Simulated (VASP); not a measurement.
A convergence study with VASP on Eu (bcc): one setting is varied, all else stays as given below, so the limit is that of these other settings.

```
Eu
1.0
   -2.29000     2.29000     2.29000
    2.29000    -2.29000     2.29000
    2.29000     2.29000    -2.29000
Eu
1
Direct
  0.00000   0.00000   0.00000
```

All values below come from PBE GGA, VASP's PBE PAW potentials (set 64) (plane waves; VASP). The tightest run used: 550 eV cut-off, 17×17×17 Monkhorst-Pack mesh, first-order Methfessel-Paxton smearing of 0.10 eV, potentials Eu_2.

The 4f electrons are frozen in the core of the lanthanide potential, so 4f levels, which can set the real gap, and their magnetism are missing.

```
setting     E (eV/atom)  pressure (GPa)  irreducible k-points
----------  -----------  --------------  --------------------
1×1×1 mesh      -6.1977            0.19                     1
2×2×2 mesh      -1.6530            2.52                     2
3×3×3 mesh      -1.6508           -0.67                     4
4×4×4 mesh      -1.8301           -1.57                     6
```

Q: These are the cheaper rows. Estimate the results at 17×17×17 mesh, and how far the last row shown lies from them.

A: 
```
quantity        tightest run  last row shown is off by
--------------  ------------  ------------------------
E (eV/atom)          -1.8486                    0.0185
pressure (GPa)         -1.00                     -0.57
```

Left out are rungs that failed or repeat a setting and relaxations that didn't move; long series are thinned to 24 rows.

The compound is Eu in the bcc structure. The cell was not relaxed at this level.
